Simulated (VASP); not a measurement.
Computed with PBE GGA, VASP's PBE PAW potentials (set 64) (plane waves; VASP 6.6.1).

Input for VASP

### POSCAR
```
Co
1
    1.2550000000    -2.1737240000     0.0000000000
    1.2550000000     2.1737240000     0.0000000000
    0.0000000000     0.0000000000     4.0700000000
Co
2
Direct
  0.3333330000   0.6666670000   0.2500000000
  0.6666670000   0.3333330000   0.7500000000
```

### KPOINTS
```
Automatic mesh
0
Gamma
15 15 8
0 0 0
```

INCAR:
```
ISPIN = 2   ! spin-polarised
IMIX = 4
ENCUT = 400   ! plane-wave cut-off (eV)
ISIF = 2
LWAVE = .FALSE.
MAGMOM = 1.8 1.8
SIGMA = 0.1   ! width (eV)
LORBIT = 10
LREAL = .FALSE.   ! projection in real space or not
AMIX = 0.6
BMIX = 3.0
NELM = 100   ! most electronic steps
ISMEAR = 1   ! Methfessel-Paxton
LCHARG = .FALSE.
SYSTEM = Co
PREC = Accurate
ALGO = Normal
EDIFF = 1E-6   ! SCF stop (eV)
GGA = PE
LMAXMIX = 4   ! l cut-off of mixed one-centre charges
LASPH = .TRUE.
```

POTCAR, in this order: Co (PBE.64 set). Program: vasp_std.

### Question
Estimate the energy per atom (σ→0), cell moment, pressure, band gap (on the k-mesh).

### Answer

```
Quantity                                                     Value
------------------------  ----------------------------------------
energy per atom (σ→0)                               -7.033 eV/atom
cell moment                                                3.28 μB
band gap (on the k-mesh)  none (metal, semimetal or under 0.01 eV)
pressure                                                 -5.40 GPa
```

**OSZICAR**
```
...
DAV:  13    -0.140664527700E+02   -0.12281E-04   -0.41723E-05 10962   0.102E-01    0.195E-02
DAV:  14    -0.140664611215E+02   -0.83515E-05   -0.13879E-05  8408   0.388E-02    0.679E-03
DAV:  15    -0.140664572501E+02    0.38714E-05   -0.62746E-07  6255   0.109E-02    0.549E-03
DAV:  16    -0.140664601746E+02   -0.29246E-05   -0.31645E-07  4358   0.586E-03    0.314E-03
DAV:  17    -0.140664583434E+02    0.18312E-05   -0.10341E-07  4239   0.498E-03    0.717E-04
DAV:  18    -0.140664598479E+02   -0.15045E-05   -0.23942E-08  4190   0.190E-03    0.462E-04
DAV:  19    -0.140664593464E+02    0.50157E-06   -0.47768E-09  4197   0.717E-04
   1 F= -.14066459E+02 E0= -.14066393E+02  d E =-.198190E-03  mag=     3.2818
```

The compound is Co in the hcp structure. The cell was not relaxed at this level. The run is one of a series of settings (AMIX = 0.6, BMIX = 3.0, IMIX = 4 against the base run), some of them coarse on purpose.
